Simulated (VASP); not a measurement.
Wanted: the native input for a VASP 6.6.1 run.

* Task: relaxation of cell and atoms
* Functional: PBE
* Potentials or basis: VASP PAW PBE potentials, release 64 (Pt)
* Cutoff: 700 eV
* k mesh: 18 × 18 × 18
* Occupations: gaussian, width 0.1 eV
* Spin: no spin polarisation
* Further INCAR settings: ALGO = Fast; EDIFF = 1e-07; IBRION = 2; EDIFFG = -0.002; NSW = 80; ISIF = 3

The structure of Pt lies in POSCAR:

```
Pt
1.0
    0.0000000000      1.9609000000      1.9609000000
    1.9609000000      0.0000000000      1.9609000000
    1.9609000000      1.9609000000      0.0000000000
Pt
1
Direct
    0.0000000000      0.0000000000      0.0000000000
```

One way to write it, as run:

INCAR

```
SYSTEM = Pt
PREC = Accurate ; ENCUT = 700
EDIFF = 1E-7 ; ISMEAR = 0
SIGMA = 0.1 ; LREAL = .False.
LASPH = .True. ; NELM = 60
ALGO = Fast ; ISIF = 3
LWAVE = .False. ; LCHARG = .False.
GGA = PE ; IBRION = 2
NSW = 80 ; EDIFFG = -0.002
```

KPOINTS

```
regular mesh
0
Gamma
  18 18 18
  0 0 0
```

Potentials or basis: VASP PAW PBE potentials, release 64 (Pt).

Launch:

```console
$ cat potpaw_PBE.64/Pt/POTCAR > POTCAR
$ mpirun -np 1 vasp_std > vasp.out
```

It gave:

```
Relaxed volume                         : 15.62 Å³/atom
Relaxed cell                           : a = 2.806 Å, b = 2.806 Å, c = 2.806 Å, α = 60.00°, β = 60.00°, γ = 60.00°
Space group after relaxing (to 0.05 Å) : Fm-3m (No. 225)
Energy gained by relaxing              : 15.6 meV/atom
Ionic steps                            : 17
Pressure after relaxing                : 0.0 GPa
Band gap on the k mesh                 : none (metal or under the smearing width)
```

It took 65 s on 1 thread of Intel(R) Xeon(R) 6975P-C (Granite Rapids), with other jobs on the host, peak memory 0.19 GiB.
